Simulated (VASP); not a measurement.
A cell of Al2EuZn2 (space group I4/mmm) near equilibrium:

```yaml
crystal:
  lattice:
    - [-2.05564, 2.05564, 5.57930]
    - [2.05564, -2.05564, 5.57930]
    - [2.05564, 2.05564, -5.57930]
  atoms:
    - { symbol: Eu, position: [0.00000, 0.00000, 0.00000] }
    - { symbol: Al, position: [0.75000, 0.25000, 0.50000] }
    - { symbol: Al, position: [0.25000, 0.75000, 0.50000] }
    - { symbol: Zn, position: [0.60937, 0.60937, 0.00000] }
    - { symbol: Zn, position: [0.39063, 0.39063, 0.00000] }
```

Calculation: PBEsol GGA, VASP's PBE PAW potentials (set 64) (plane waves; VASP).

The 4f electrons are frozen in the core of the lanthanide potential, so 4f levels, which can set the real gap, and their magnetism are missing.

```
run               ΔE (meV/atom)   σxx   σyy   σzz  largest shear component, with its sign (GPa)  largest force (eV/Å)
----------------  -------------  ----  ----  ----  --------------------------------------------  --------------------
as it is                    0.0  0.02  0.02  0.44                                          0.00                 0.023
after one change           17.6  4.85  4.85  5.59                                          0.00                 0.072
```
Stress is in GPa, positive when the cell is compressed.

**Question.** Name the change that produced these shifts.
(A) biaxial strain of +3.0 % in the yz plane
(B) isotropic strain of -2.0 %
(C) biaxial strain of +1.5 % in the xy plane with the ions relaxed
(D) isotropic strain of +3.0 %

**Answer.** B, isotropic strain of -2.0 %

The structure comes from a computed database's Al2EuZn2 entry (I4/mmm); how it stands against other phases isn't given here.
